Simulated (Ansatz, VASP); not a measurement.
This is a calculation of HfMg6Mn for VASP 6.6.1. The cell comes from a database or a generator and needn't be the stable form of this composition.

Contents of INCAR:

```
PREC = Accurate
ENCUT = 520
EDIFF = 1E-7
ISMEAR = -1
SIGMA = 0.05
LREAL = False
LASPH = True
NELM = 120
ALGO = Normal
ISIF = 2
LWAVE = False
LCHARG = False
ISPIN = 2
MAGMOM = 0 4 0 0 0 0 0 0
LORBIT = 11
LMAXMIX = 4
GGA = PE
NBANDS = 32
```

The input KPOINTS:

```
Automatic mesh
0
Gamma
  6 5 5
```

The input POSCAR:

```
HfMg6Mn
1.0
    4.9082140000      0.0000000000      0.0000000000
    0.0000000000      3.0855680000      5.5593470000
    0.0000000000     -3.0855680000      5.5593470000
Hf Mn Mg
1 1 6
Direct
    0.5000000000      0.6872160000      0.6872160000
    0.0000000000      0.8109820000      0.8109820000
    0.5000000000      0.1665020000      0.1665020000
    0.5000000000      0.1656770000      0.6804830000
    0.5000000000      0.6804830000      0.1656770000
    0.0000000000      0.3288610000      0.3288610000
    0.0000000000      0.3365040000      0.8237760000
    0.0000000000      0.8237760000      0.3365040000
```

Potentials or basis: VASP PAW PBE potentials, release 64 (Hf_pv, Mn_pv, Mg).

Launch:

```console
$ cat potpaw_PBE.64/Hf_pv/POTCAR potpaw_PBE.64/Mn_pv/POTCAR potpaw_PBE.64/Mg/POTCAR > POTCAR
$ mpirun -np 1 vasp_std > vasp.out
```

Question: Set up the same calculation for Ansatz 0.2.0. Potentials or basis there: Ansatz PAW, cutoff 420 eV.

Answer: As run (cutoffs and basis follow the program's own potentials, and thresholds, step limits or extra output files can differ):

input.yaml

```yaml
crystal:
  lattice:
    - [4.908214, 0.0, 0.0]
    - [0.0, 3.085568, 5.559347]
    - [0.0, -3.085568, 5.559347]
  atoms:
    - { symbol: Hf, position: [0.5, 0.687216, 0.687216] }
    - { symbol: Mn, position: [0.0, 0.810982, 0.810982], spin: 4.0 }
    - { symbol: Mg, position: [0.5, 0.166502, 0.166502] }
    - { symbol: Mg, position: [0.5, 0.165677, 0.680483] }
    - { symbol: Mg, position: [0.5, 0.680483, 0.165677] }
    - { symbol: Mg, position: [0.0, 0.328861, 0.328861] }
    - { symbol: Mg, position: [0.0, 0.336504, 0.823776] }
    - { symbol: Mg, position: [0.0, 0.823776, 0.336504] }
hamiltonian:
  xc: pbe
  pseudopotentials: { kind: paw }
magnetization:
  spin_polarized: true
kpoints:
  mp_grid: { grid: [6, 5, 5] }
scf:
  occupations: { method: fermi_dirac, width: 0.05 }
output:
  forces: true
  stress: true
  eigenvalues: true
```

Potentials or basis: Ansatz PAW.

Command:

```bash
$ ansatz run input.yaml --threads 4 --pin off --max-ram 10240MiB --backend cpu --events-out ev --progress --plain --runs-dir out
```

Both were run:

|  | VASP | Ansatz |
| --- | --- | --- |
| Pressure | 0.1 GPa | 0.2 GPa |
| Largest force | 0.054 eV/Å | 0.050 eV/Å |
| Net moment | 2.81 μB per cell | 2.81 μB per cell |

Ansatz's pressure holds a Pulay term of +0.01 GPa for its cutoff of 420 eV, which the other run lacks.

The potentials hold 35 and 101 valence electrons a cell.

Where Ansatz's input types no cutoff or centring, it takes its own default and a Γ-centred mesh.

The magnetic state is the one that the start led to; the real crystal's order can differ.

Pressure is positive in compression.
